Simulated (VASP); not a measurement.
These are PBE GGA with spin-orbit coupling, VASP's PBE PAW potentials (set 64) (plane waves; VASP 6.6.1) values and carry that method's errors.

The input files of a VASP run:

### INCAR
```
# general
SYSTEM       =Au
PREC         =Accurate
ENCUT        =300
LREAL        =F
LASPH        =T

# electronic loop
EDIFF        =1E-6
NELM         =100
ALGO         =Normal
LMAXMIX      =6

# smearing
ISMEAR       =0
SIGMA        =0.1

# functional
GGA          =PE
GGA_COMPAT   =F

# spin
MAGMOM       =0.0 0.0 0.0
LSORBIT      =T
LNONCOLLINEAR=T

# ions
ISIF         =2

# output
LWAVE        =F
LCHARG       =F
LORBIT       =11
```

File POSCAR:
```
Au
1
    0.0000000000     2.0400000000     2.0400000000
    2.0400000000     0.0000000000     2.0400000000
    2.0400000000     2.0400000000     0.0000000000
Au
1
Direct
  0.0000000000   0.0000000000   0.0000000000
```

File KPOINTS:
```
kpoints
0
gamma
  18 18 18
```

POTCAR, in this order: Au (PBE.64 set). Program: vasp_ncl.

Output of the run:

File OUTCAR:
```
 ion  position               nearest neighbor table
   1  0.000  0.000  0.000-
  LATTYP: Found a face centered cubic cell.
 ALAT       =     4.0800000000
 Subroutine PRICEL returns:
 Original cell was already a primitive cell.
 Subroutine GETGRP returns: Found 48 space group operations
The static configuration has the point symmetry O_h .
The dynamic configuration has the point symmetry O_h .
The overall configuration has the point symmetry O_h .
 Subroutine INISYM returns: Found 48 space group operations
 Subroutine IBZKPT returns following result:
 Found    195 irreducible k-points:

 Following reciprocal coordinates:
            Coordinates               Weight
  0.000000  0.000000  0.000000      1.000000
  0.055556  0.000000  0.000000      8.000000
  0.111111  0.000000  0.000000      8.000000
  0.166667  0.000000  0.000000      8.000000
  0.222222  0.000000  0.000000      8.000000
  0.277778  0.000000  0.000000      8.000000
  0.333333  0.000000  0.000000      8.000000
  0.388889  0.000000  0.000000      8.000000
  0.444444  0.000000  0.000000      8.000000
  0.500000  0.000000  0.000000      4.000000
  0.055556  0.055556  0.000000      6.000000
  0.111111  0.055556  0.000000     24.000000
  0.166667  0.055556  0.000000     24.000000
  0.222222  0.055556  0.000000     24.000000
  0.277778  0.055556  0.000000     24.000000
  0.333333  0.055556  0.000000     24.000000
  0.388889  0.055556  0.000000     24.000000
  0.444444  0.055556  0.000000     24.000000
  0.500000  0.055556  0.000000     24.000000
 -0.444444  0.055556  0.000000     24.000000
 -0.388889  0.055556  0.000000     24.000000
 -0.333333  0.055556  0.000000     24.000000
 -0.277778  0.055556  0.000000     24.000000
 -0.222222  0.055556  0.000000     24.000000
 -0.166667  0.055556  0.000000     24.000000
 -0.111111  0.055556  0.000000     24.000000
 -0.055556  0.055556  0.000000     12.000000
  0.111111  0.111111  0.000000      6.000000
  0.166667  0.111111  0.000000     24.000000
  0.222222  0.111111  0.000000     24.000000
  0.277778  0.111111  0.000000     24.000000
  0.333333  0.111111  0.000000     24.000000
  0.388889  0.111111  0.000000     24.000000
  0.444444  0.111111  0.000000     24.000000
  0.500000  0.111111  0.000000     24.000000
 -0.444444  0.111111  0.000000     24.000000
 -0.388889  0.111111  0.000000     24.000000
 -0.333333  0.111111  0.000000     24.000000
 -0.277778  0.111111  0.000000     24.000000
 -0.222222  0.111111  0.000000     24.000000
   k-points           NKPTS =    195   k-points in BZ     NKDIM =    195   number of bands    NBANDS=     18
   number of dos      NEDOS =    301   number of ions     NIONS =      1
   total plane-waves  NPLWV =   4096
   dimension x,y,z NGX =    16 NGY =   16 NGZ =   16
   dimension x,y,z NGXF=    32 NGYF=   32 NGZF=   32
   ions per type =               1
   PREC   = accura    normal or accurate (medium, high low for compatibility)
   ISTART =      0    job   : 0-new  1-cont  2-samecut
   ICHARG =      2    charge: 1-file 2-atom 10-const
   ISPIN  =      1    spin polarized calculation?
   LNONCOLLINEAR =      T non collinear calculations
   LSORBIT =      T    spin-orbit coupling
   INIWAV =      1    electr: 0-lowe 1-rand  2-diag
   ENCUT  =  300.0 eV  22.05 Ry    4.70 a.u.   4.07  4.07  4.07*2*pi/ulx,y,z
   NELM   =    100;   NELMIN=  2; NELMDL= -5     # of ELM steps
   EDIFF  = 0.1E-05   stopping-criterion for ELM
   LREAL  =      F    real-space projection
   NLSPLINE    = F    spline interpolate recip. space projectors
   LMAXMIX     =    6 max onsite mixed and CHGCAR
...
```

OSZICAR:
```
       N       E                     dE             d eps       ncg     rms          rms(c)
DAV:   1     0.393281257408E+02    0.39328E+02   -0.41403E+03  7798   0.733E+02
DAV:   2    -0.319471381251E+01   -0.42523E+02   -0.40365E+02  7666   0.195E+02
DAV:   3    -0.377440686542E+01   -0.57969E+00   -0.57726E+00  8574   0.224E+01
DAV:   4    -0.377676932590E+01   -0.23625E-02   -0.23623E-02  7456   0.154E+00
DAV:   5    -0.377679228839E+01   -0.22962E-04   -0.22962E-04  7716   0.154E-01    0.110E+01
DAV:   6    -0.351564630186E+01    0.26115E+00   -0.47784E-01  7194   0.900E+00    0.686E+00
DAV:   7    -0.349439284310E+01    0.21253E-01   -0.49264E-02  7610   0.290E+00    0.331E+00
DAV:   8    -0.349216090497E+01    0.22319E-02   -0.10214E-03  7400   0.292E-01    0.145E+00
DAV:   9    -0.349185796045E+01    0.30294E-03   -0.44328E-04  7602   0.245E-01    0.942E-02
DAV:  10    -0.349186152721E+01   -0.35668E-05   -0.26078E-06  7642   0.193E-02    0.340E-02
DAV:  11    -0.349186385086E+01   -0.23237E-05   -0.87081E-07  6722   0.104E-02    0.933E-03
DAV:  12    -0.349186409304E+01   -0.24218E-06   -0.34465E-08  3580   0.185E-03
   1 F= -.34918641E+01 E0= -.34911240E+01  d E =-.148027E-02  mag=    -0.0000     0.0000    -0.0000
```

### OUTCAR
```
------------------------ aborting loop because EDIFF is reached ----------------------------------------
  FORCE on cell =-STRESS in cart. coord.  units (eV):
  Direction    XX          YY          ZZ          XY          YZ          ZX
  --------------------------------------------------------------------------------------
  Total        0.7778371      0.7778371      0.7778371      0.0000000      0.0000000     -0.0000000
  in kB       73.3970690     73.3970690     73.3970690      0.0000000      0.0000000     -0.0000000
  external PRESSURE =      73.3970690 kB  Pullay stress =       0.0000000 kB
  volume of cell :       16.98
      direct lattice vectors                 reciprocal lattice vectors
     0.000000000  2.040000000  2.040000000    -0.245098039  0.245098039  0.245098039
     2.040000000  0.000000000  2.040000000     0.245098039 -0.245098039  0.245098039
     2.040000000  2.040000000  0.000000000     0.245098039  0.245098039 -0.245098039
 POSITION                                       TOTAL-FORCE (eV/Angst)
 -----------------------------------------------------------------------------------
      0.00000      0.00000      0.00000         0.000000     -0.000000     -0.000000
 -----------------------------------------------------------------------------------
    total drift:                                0.000000      0.000000      0.000000
  FREE ENERGIE OF THE ION-ELECTRON SYSTEM (eV)
  ---------------------------------------------------
  free  energy   TOTEN  =        -3.4918640930 eV

  energy  without entropy=       -3.4903838257  energy(sigma->0) =       -3.49112396

 total charge

# of ion       s       p       d       tot
------------------------------------------
    1        0.543   0.375   8.736   9.654

 magnetization (x)

# of ion       s       p       d       tot
------------------------------------------
    1        0.000  -0.000  -0.000  -0.000

 magnetization (y)

# of ion       s       p       d       tot
------------------------------------------
    1        0.000  -0.000   0.000  -0.000

 magnetization (z)

# of ion       s       p       d       tot
------------------------------------------
    1       -0.000   0.000   0.000   0.000

 Ion:    1  E_soc:     -0.5859133
```
(Selected blocks of OUTCAR.)

At this cut-off the stress carries a Pulay error, which pulls relaxed volumes low.

The structure is a typed Au crystal (Fm-3m). The cell was not relaxed at this level. The run is one of a series of settings (GGA_COMPAT = .FALSE., LNONCOLLINEAR = .TRUE., LSORBIT = .TRUE., MAGMOM = 0.0 0.0 0.0, program vasp_ncl against the base run), some of them coarse on purpose.
